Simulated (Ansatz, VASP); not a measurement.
# Two plane-wave programs on WI2O2

The input INCAR:

```
PREC     = Accurate       # precision mode
ENCUT    = 520            # plane-wave cutoff, eV
EDIFF    = 1E-6           # SCF threshold, eV
ISMEAR   = 0              # smearing method
SIGMA    = 0.1            # smearing width, eV
LREAL    = F              # projectors in reciprocal space
LASPH    = T              # aspherical terms in the spheres
NELM     = 100            # most SCF steps
ALGO     = Fast           # electronic algorithm
ISIF     = 2              # what is computed and relaxed
LWAVE    = F              # write WAVECAR
LCHARG   = F              # write CHGCAR
GGA      = PE             # functional
IVDW     = 12             # dispersion correction
NBANDS   = 28             # bands
```

Contents of KPOINTS:

```
Automatic mesh
0
Gamma
  6 6 6
```

POSCAR

```
WI2O2
1.0
   -1.8742000000      1.9524500000      8.3141500000
    1.8742000000     -1.9524500000      8.3141500000
    1.8742000000      1.9524500000     -8.3141500000
W I O
1 2 2
Direct
    0.0000000000      0.0000000000      0.0000000000
    0.1607200000      0.1607200000      0.0000000000
    0.8392800000      0.8392800000      0.0000000000
    0.5000000000      0.0000000000      0.5000000000
    0.0000000000      0.5000000000      0.5000000000
```

Input for Ansatz:

```yaml
crystal:
  lattice:
    - [-1.8742, 1.95245, 8.31415]
    - [1.8742, -1.95245, 8.31415]
    - [1.8742, 1.95245, -8.31415]
  atoms:
    - { symbol: W, position: [0.0, 0.0, 0.0] }
    - { symbol: I, position: [0.16072, 0.16072, 0.0] }
    - { symbol: I, position: [0.83928, 0.83928, 0.0] }
    - { symbol: O, position: [0.5, 0.0, 0.5] }
    - { symbol: O, position: [0.0, 0.5, 0.5] }
basis:
  ecutwfc: 420
kpoints:
  mp_grid: { grid: [6, 6, 6] }
hamiltonian:
  xc: pbe
  dispersion: d3bj
scf:
  occupations: { method: gaussian, width: 0.1 }
output:
  forces: true
  stress: true
  eigenvalues: true
```

Alike in both runs: task single point; functional PBE; dispersion D3(BJ); k mesh 6 × 6 × 6; occupations gaussian, width 0.1 eV; no spin polarisation.

|  | VASP | Ansatz |
| --- | --- | --- |
| version | VASP 6.6.1 | Ansatz 0.2.0 |
| potentials or method | VASP PAW PBE potentials, release 64 (W_sv, I, O) | scalar-relativistic, plane waves, PAW |
| plane-wave cutoff (eV) | 520 | 420 |
| valence electrons in the cell | 40 | 60 |

|  | VASP | Ansatz | Ansatz less VASP |
| --- | --- | --- | --- |
| gap on the k mesh at the Fermi level (eV) | none | none | - |
| pressure (GPa) | 1.9 | 1.4 | -0.47 |
| largest component of the traceless stress (GPa) | 6.74 | 6.89 | +0.153 |
| rms of the force components (eV/Å) | 0.163 | 0.162 | -0.0009 |

Atom by atom the forces differ by 0.001 eV/Å (rms over components). A gap of «none» marks a metal or a gap that the smearing closes. The functional is the same, so the differences come from potentials, cutoffs and numerics. The two sets of potentials don't hold the same shells in valence. Ansatz warned: «dispersion_switch_in_reach».

Caveats: the k mesh is coarse (spacing up to 0.39 Å⁻¹), so the values aren't converged; pairwise dispersion overbinds metals, which lowers pressure and volume. The runs have no spin-orbit coupling, so splittings on I, W are missing.
